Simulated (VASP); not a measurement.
# LiPbF3 (Pm-3m) in VASP: a series of runs

The runs below take LiPbF3 through single point, relaxation of cell and atoms, with PBE.

All numbers are computed with VASP 6.6.1; they aren't measurements. Logs are shortened: lines on timing, memory, paths and dates and some standing lists are left out, and cuts for length are marked.

### 1 The crystal as given

The structure is cubic, space group Pm-3m (No. 221). The conventional cell has a = 3.931 Å, b = 3.931 Å, c = 3.931 Å, α = 90.00°, β = 90.00°, γ = 90.00°. Around Li (site symmetry m-3m) lie 6 F at 1.97 Å. Pb (site symmetry m-3m) has 12 F at 2.78 Å as nearest neighbours. F (site symmetry 4/mmm) has 2 Li at 1.97 Å as nearest neighbours.

The cell was built by a generator and needn't be a form met in nature.

### 2 Single point, PBE

INCAR

```
  PREC = Accurate
  ENCUT = 520
  EDIFF = 1E-6
  ISMEAR = 0
  SIGMA = 0.02
  LREAL = False
  LASPH = True
  NELM = 100
  ALGO = Fast
  ISIF = 2
  LWAVE = False
  LCHARG = False
  GGA = PE
  NBANDS = 27
```

KPOINTS

```
regular mesh
0
Gamma
  6 6 6
```

POSCAR

```
LiPbF3
1.0
    3.9305451309      0.0000000000      0.0000000000
    0.0000000000      3.9305451309      0.0000000000
    0.0000000000      0.0000000000      3.9305451309
Li Pb F
1 1 3
Direct
    0.0000000000      0.0000000000      0.0000000000
    0.5000000000      0.5000000000      0.5000000000
    0.5000000000      0.0000000000      0.0000000000
    0.0000000000      0.5000000000      0.0000000000
    0.0000000000      0.0000000000      0.5000000000
```

Potentials or basis: VASP PAW PBE potentials, release 64 (Li_sv, Pb_d, F).

The run is started by

```sh
> cat potpaw_PBE.64/Li_sv/POTCAR potpaw_PBE.64/Pb_d/POTCAR potpaw_PBE.64/F/POTCAR > POTCAR
> mpirun -np 1 vasp_std > vasp.out
```

OUTCAR:

```text
PREC = Accurate
   ENCUT = 520
   EDIFF = 1E-6
   ISMEAR = 0
   LREAL = False
   LASPH = True
   NELM = 100
   ISIF = 2
   GGA = PE

 ion  position               nearest neighbor table
   1  0.000  0.000  0.000-   3 1.97   4 1.97   5 1.97   5 1.97   4 1.97   3 1.97
   2  0.500  0.500  0.500-   3 2.78   4 2.78   5 2.78   3 2.78   4 2.78   3 2.78   5 2.78   3 2.78
                             4 2.78   5 2.78   4 2.78   5 2.78
   3  0.500  0.000  0.000-   1 1.97   1 1.97   2 2.78   2 2.78   2 2.78   2 2.78
   4  0.000  0.500  0.000-   1 1.97   1 1.97   2 2.78   2 2.78   2 2.78   2 2.78
   5  0.000  0.000  0.500-   1 1.97   1 1.97   2 2.78   2 2.78   2 2.78   2 2.78

  LATTYP: Found a simple cubic cell.
 ALAT       =     3.9305451309

  Lattice vectors:

 A1 = (   3.9305451309,   0.0000000000,   0.0000000000)
 A2 = (   0.0000000000,   3.9305451309,   0.0000000000)
 A3 = (   0.0000000000,   0.0000000000,   3.9305451309)

Analysis of symmetry for initial positions (statically):
=====================================================================
 Subroutine PRICEL returns:
 Original cell was already a primitive cell.

 Routine SETGRP: Setting up the symmetry group for a
 simple cubic supercell.

 Subroutine GETGRP returns: Found 48 space group operations
 (whereof 48 operations were pure point group operations)
 out of a pool of 48 trial point group operations.

The static configuration has the point symmetry O_h .

Analysis of symmetry for dynamics (positions and initial velocities):
=====================================================================
 Subroutine PRICEL returns:
 Original cell was already a primitive cell.

 Routine SETGRP: Setting up the symmetry group for a
 simple cubic supercell.

 Subroutine GETGRP returns: Found 48 space group operations
 (whereof 48 operations were pure point group operations)
 out of a pool of 48 trial point group operations.

The dynamic configuration has the point symmetry O_h .

 Subroutine INISYM returns: Found 48 space group operations
 (whereof 48 operations are pure point group operations),
 and found     1 'primitive' translations

----------------------------------------------------------------------------------------

                                     Primitive cell

  volume of cell :      60.7237

  direct lattice vectors                    reciprocal lattice vectors
     3.930545131  0.000000000  0.000000000     0.254417636  0.000000000  0.000000000
     0.000000000  3.930545131  0.000000000     0.000000000  0.254417636  0.000000000
     0.000000000  0.000000000  3.930545131     0.000000000  0.000000000  0.254417636

  length of vectors
     3.930545131  3.930545131  3.930545131     0.254417636  0.254417636  0.254417636

  position of ions in fractional coordinates (direct lattice)
     0.000000000  0.000000000  0.000000000
     0.500000000  0.500000000  0.500000000
     0.500000000  0.000000000  0.000000000
     0.000000000  0.500000000  0.000000000
     0.000000000  0.000000000  0.500000000

  ion indices of the primitive-cell ions
   primitive index   ion index
                 1           1
                 2           2
                 3           3
                 4           4
                 5           5

----------------------------------------------------------------------------------------

 KPOINTS: regular mesh

Automatic generation of k-mesh.
 Grid dimensions read from file:
 generate k-points for:    6    6    6

 Generating k-lattice:

  Cartesian coordinates                     Fractional coordinates (reciprocal lattice)
     0.042402939  0.000000000  0.000000000     0.166666667  0.000000000  0.000000000
     0.000000000  0.042402939  0.000000000     0.000000000  0.166666667  0.000000000
     0.000000000  0.000000000  0.042402939     0.000000000  0.000000000  0.166666667

  Length of vectors
     0.042402939  0.042402939  0.042402939

  Shift w.r.t. Gamma in fractional coordinates (k-lattice)
     0.000000000  0.000000000  0.000000000

 Subroutine IBZKPT returns following result:
 ===========================================

 Found     20 irreducible k-points:

 Following reciprocal coordinates:
            Coordinates               Weight
  0.000000  0.000000  0.000000      1.000000
  0.166667  0.000000  0.000000      6.000000
  0.333333  0.000000  0.000000      6.000000
  0.500000  0.000000  0.000000      3.000000
  0.166667  0.166667  0.000000     12.000000
  0.333333  0.166667  0.000000     24.000000
[... 12 lines left out ...]
  0.500000  0.500000  0.333333      6.000000
  0.500000  0.500000  0.500000      1.000000
   k-points           NKPTS =     20   k-points in BZ     NKDIM =     20   number of bands    NBANDS=     27
   number of dos      NEDOS =    301   number of ions     NIONS =      5
   total plane-waves  NPLWV =  27000
   dimension x,y,z NGX =    30 NGY =   30 NGZ =   30
   dimension x,y,z NGXF=    60 NGYF=   60 NGZF=   60
   ions per type =               1   1   3
   NGX,Y,Z   is equivalent  to a cutoff of  12.69, 12.69, 12.69 a.u.
   NGXF,Y,Z  is equivalent  to a cutoff of  25.38, 25.38, 25.38 a.u.
 SYSTEM =  unknown system
   PREC   = accura    normal or accurate (medium, high low for compatibility)
   ISTART =      0    job   : 0-new  1-cont  2-samecut
   ICHARG =      2    charge: 1-file 2-atom 10-const
   ISPIN  =      1    spin polarized calculation?
   LNONCOLLINEAR =      F non collinear calculations
   LSORBIT =      F    spin-orbit coupling
   LASPH  =      T    aspherical Exc in radial PAW
   ENCUT  =  520.0 eV  38.22 Ry    6.18 a.u.   7.31  7.31  7.31*2*pi/ulx,y,z
   NELM   =    100;   NELMIN=  2; NELMDL= -5     # of ELM steps
   EDIFF  = 0.1E-05   stopping-criterion for ELM
[... 8 lines left out ...]
   TEBEG  =    0.0;   TEEND  =   0.0 temperature during run
   PSTRESS=    0.0 pullay stress
   NELECT =      38.0000    total number of electrons
   NUPDOWN=      -1.0000    fix difference up-down
   EMIN   =  10.00;   EMAX   =-10.00  energy-range for DOS
   EFERMI =   0.00;   METHOD = LEGACY
   ISMEAR =     0;   SIGMA  =   0.02  broadening in eV -4-tet -1-fermi 0-gaus
   EFERMI_NEDOS =   21; number of points for ismear=-14 and -15
   IALGO  =     68    algorithm
   IMIX   =      4    mixing-type and parameters
     AMIX     =   0.40;   BMIX     =  1.00
     AMIX_MAG =   1.60;   BMIX_MAG =  1.00
  volume/ion in A,a.u.               =      12.14        81.96
  Fermi-wavevector in a.u.,A,eV,Ry     =   1.400285  2.646156 26.678295  1.960799
  Thomas-Fermi vector in A             =   2.523261
   LORBIT       =      0    0 simple, 1 ext, 2 COOP (PROOUT), +10 PAW based schemes
   GGA     = PE    functional components
   LHFCALC =     F    Hartree Fock is set to
   AEXX    =    0.0000 exact exchange contribution
   IVDW    =     0    specifies the selected vdW correction
   LEPSILON=     F    determine dielectric tensor
   LRPA    =     F    only Hartree local field effects (RPA)
 non-spin polarized calculation
 RMM-DIIS sequential band-by-band and
 Gauss-broadening in eV      SIGMA  =   0.02
  energy-cutoff  :      520.00
  volume of cell :       60.72
 maximum number of plane-waves:      1659
 NGX is ok and might be reduce to    30
   NGX = 15   NGY = 15   NGZ = 15

 number of electron      37.9999961 magnetization

 Free energy of the ion-electron system (eV)
  ---------------------------------------------------
  ext. energy  EPLUGINS =         0.00000000
  ---------------------------------------------------
  free energy    TOTEN  =       -23.67466291 eV

  energy without entropy =      -23.67466291  energy(sigma->0) =      -23.67466291

 E-fermi :   2.1876     XC(G=0): -10.4144

 val. band max:        2.0532039817   @ k =   0.5000   0.0000   0.0000
 cond. band min:       5.9391720525   @ k =   0.5000   0.0000   0.0000
 fundamental gap:      3.8859680708
 Fermi energy:         2.1876191409

 k-point     1 :       0.0000    0.0000    0.0000
  band No.  band energies     occupation
      1     -39.0093      2.00000
      2     -18.5479      2.00000
      3     -17.7772      2.00000
      4     -17.7772      2.00000
      5     -12.4996      2.00000
      6     -12.4996      2.00000
[... 19 lines left out ...]
     26      18.8092      0.00000
     27      18.8224      0.00000

 k-point     2 :       0.1667    0.0000    0.0000
  band No.  band energies     occupation
      1     -39.0089      2.00000
      2     -18.5003      2.00000
      3     -17.8292      2.00000
      4     -17.7702      2.00000
      5     -12.5130      2.00000
      6     -12.4838      2.00000
[... 19 lines left out ...]
     26      18.3989      0.00000
     27      18.4096      0.00000

 k-point     3 :       0.3333    0.0000    0.0000
  band No.  band energies     occupation
      1     -39.0080      2.00000
      2     -18.3729      2.00000
      3     -17.9639      2.00000
      4     -17.7551      2.00000
      5     -12.5400      2.00000
      6     -12.4724      2.00000
[... 19 lines left out ...]
     26      18.0063      0.00000
     27      18.1675      0.00000

 k-point     4 :       0.5000    0.0000    0.0000
  band No.  band energies     occupation
      1     -39.0076      2.00000
      2     -18.2530      2.00000
      3     -18.0884      2.00000
      4     -17.7481      2.00000
      5     -12.5536      2.00000
      6     -12.4825      2.00000
[... 19 lines left out ...]
     26      17.8826      0.00000
     27      17.8830      0.00000
[... 396 lines left out ...]
      4     -17.9800      2.00000
      5     -12.4550      2.00000
      6     -12.4460      2.00000
[... 19 lines left out ...]
     26      18.3093      0.00000
     27      19.7532      0.00000

 k-point    19 :       0.5000    0.5000    0.3333
  band No.  band energies     occupation
      1     -39.0046      2.00000
      2     -18.0513      2.00000
      3     -18.0513      2.00000
      4     -18.0459      2.00000
      5     -12.4433      2.00000
      6     -12.4246      2.00000
[... 19 lines left out ...]
     26      18.4423      0.00000
     27      20.9092      0.00000

 k-point    20 :       0.5000    0.5000    0.5000
  band No.  band energies     occupation
      1     -39.0042      2.00000
      2     -18.0542      2.00000
      3     -18.0542      2.00000
      4     -18.0542      2.00000
      5     -12.4199      2.00000
      6     -12.4199      2.00000
[... 19 lines left out ...]
     26      18.6457      0.00000
     27      22.8557      0.00000

------------------------ aborting loop because EDIFF is reached ----------------------------------------

  FORCE on cell =-STRESS in cart. coord.  units (eV):
  Direction    XX          YY          ZZ          XY          YZ          ZX
  --------------------------------------------------------------------------------------
  -------------------------------------------------------------------------------------
  Total       -0.1130584     -0.1130584     -0.1130584     -0.0000000      0.0000000      0.0000000
  in kB       -2.9830130     -2.9830130     -2.9830130     -0.0000000      0.0000000      0.0000000
  external PRESSURE =      -2.9830130 kB  Pullay stress =       0.0000000 kB

 VOLUME and BASIS-vectors are now :
 -----------------------------------------------------------------------------
  energy-cutoff  :      520.00
  volume of cell :       60.72
      direct lattice vectors                 reciprocal lattice vectors
     3.930545131  0.000000000  0.000000000     0.254417636  0.000000000  0.000000000
     0.000000000  3.930545131  0.000000000     0.000000000  0.254417636  0.000000000
     0.000000000  0.000000000  3.930545131     0.000000000  0.000000000  0.254417636

 POSITION                                       TOTAL-FORCE (eV/Angst)
 -----------------------------------------------------------------------------------
      0.00000      0.00000      0.00000         0.000000      0.000000      0.000000
      1.96527      1.96527      1.96527         0.000000      0.000000      0.000000
      1.96527      0.00000      0.00000         0.000000      0.000000      0.000000
      0.00000      1.96527      0.00000         0.000000      0.000000      0.000000
      0.00000      0.00000      1.96527         0.000000      0.000000      0.000000
 -----------------------------------------------------------------------------------
    total drift:                                0.000000     -0.000000      0.000000

  FREE ENERGIE OF THE ION-ELECTRON SYSTEM (eV)
  ---------------------------------------------------
  free  energy   TOTEN  =       -23.6746629053 eV

  energy  without entropy=      -23.6746629053  energy(sigma->0) =      -23.67466291
```

Run time: 33 s. Hardware: 1 thread of AMD EPYC 9R45 (Zen 5), shared host; peak memory 0.15 GiB.

Results:

```yaml
Free_energy: -23.6747 eV
Band_gap_on_the_k_mesh: 3.89 eV, direct
```

Levels at points of the mesh, in eV from the valence-band top:
```tsv
k point	band 16	band 17	band 18	band 19	band 20	band 21	band 22	band 23
(0.00, 0.00, 0.00)	-1.32	-0.83	-0.83	-0.83	8.34	8.34	8.34	11.82
(0.50, 0.00, 0.00)	-1.43	-0.87	-0.87	0.00	3.89	7.57	7.57	13.33
(0.50, 0.50, 0.00)	-1.54	-0.72	-0.60	-0.42	5.54	5.54	6.91	13.68
(0.50, 0.50, 0.50)	-0.71	-0.63	-0.63	-0.63	6.99	6.99	6.99	11.96
```

Caveat: the cutoff is under 1.25 times the usual one of these potentials, so pressure, stress and relaxed cells hold a basis-set (Pulay) error; spin-orbit coupling is left out, which as a rule narrows the gap of such compounds by several tenths of an eV. A k mesh can miss the band edges.

### 3 Relaxation of cell and atoms, PBE

This run uses another cell than the first one, of 12.61 Å³/atom, 1.038 times its volume.

INCAR

```
ALGO     = Normal         # electronic algorithm
EDIFF    = 1E-7           # SCF threshold, eV
EDIFFG   = -0.01          # ionic threshold
ENCUT    = 600            # plane-wave cutoff, eV
GGA      = PE             # functional
IBRION   = 2              # ionic algorithm
ISIF     = 3              # what is computed and relaxed
ISMEAR   = 0              # smearing method
LASPH    = True           # aspherical terms in the spheres
LCHARG   = False          # write CHGCAR
LREAL    = False          # projectors in reciprocal space
LWAVE    = False          # write WAVECAR
NELM     = 100            # most SCF steps
NSW      = 100            # ionic steps
PREC     = Accurate       # precision mode
SIGMA    = 0.02           # smearing width, eV
```

KPOINTS

```
k-points
0
Gamma
  6 6 6
```

POSCAR: that of step 2 with these lines changed.

```diff
@@ -2,5 +2,5 @@
 1.0
-    3.9305451309      0.0000000000      0.0000000000
-    0.0000000000      3.9305451309      0.0000000000
-    0.0000000000      0.0000000000      3.9305451309
+    3.9802243700      0.0000000000      0.0000000000
+    0.0000000000      3.9802243700      0.0000000000
+    0.0000000000      0.0000000000      3.9802243700
 Li Pb F
```

Potentials or basis: VASP PAW PBE potentials, release 64 (Li_sv, Pb_d, F).

The run is started by

```sh
> cat potpaw_PBE.64/Li_sv/POTCAR potpaw_PBE.64/Pb_d/POTCAR potpaw_PBE.64/F/POTCAR > POTCAR
> mpirun -np 1 vasp_std > vasp.out
```

Wall time 41 s (1 thread of AMD EPYC 9R45 (Zen 5), shared host); peak memory 0.17 GiB.

The run converged. Its results:

```yaml
Free_energy: -23.6892 eV
Relaxed_volume: 12.07 Å³/atom
Relaxed_cell: a = 3.923 Å, b = 3.923 Å, c = 3.923 Å, α = 90.00°, β = 90.00°, γ = 90.00°
Space_group_after_relaxing_to_0.05_Å: Pm-3m (No. 221)
Energy_gained_by_relaxing: 5.4 meV/atom
Ionic_steps: 3
Pressure_after_relaxing: 0.0 GPa
Band_gap_on_the_k_mesh: 3.89 eV, direct
```

The path:
```csv
step,energy change (eV),largest force (eV/Å),pressure (GPa),volume (Å³)
1,0.0000,0.0000,-3.08,63.06
2,-0.0260,0.0000,-0.65,60.87
3,-0.0271,0.0000,-0.01,60.35
```

Final structure:
```
Li Pb F
1.0
     3.92257    0.00000    0.00000
     0.00000    3.92257    0.00000
     0.00000    0.00000    3.92257
Li Pb F
1 1 3
Direct
  0.00000 0.00000 0.00000
  0.50000 0.50000 0.50000
  0.50000 0.00000 0.00000
  0.00000 0.50000 0.00000
  0.00000 0.00000 0.50000
```

Levels at points of the mesh, in eV from the valence-band top:
| k point | band 16 | band 17 | band 18 | band 19 | band 20 | band 21 | band 22 | band 23 |
| --- | --- | --- | --- | --- | --- | --- | --- | --- |
| (0.00, 0.00, 0.00) | -1.35 | -0.86 | -0.86 | -0.86 | 8.38 | 8.38 | 8.38 | 11.84 |
| (0.50, 0.00, 0.00) | -1.46 | -0.90 | -0.90 | 0.00 | 3.89 | 7.60 | 7.60 | 13.35 |
| (0.50, 0.50, 0.00) | -1.57 | -0.74 | -0.62 | -0.42 | 5.56 | 5.56 | 6.93 | 13.72 |
| (0.50, 0.50, 0.50) | -0.73 | -0.65 | -0.65 | -0.65 | 7.02 | 7.02 | 7.02 | 11.98 |

Caveat: the cutoff is under 1.25 times the usual one of these potentials, so pressure, stress and relaxed cells hold a basis-set (Pulay) error; spin-orbit coupling is left out, which as a rule narrows the gap of such compounds by several tenths of an eV. A k mesh can miss the band edges.
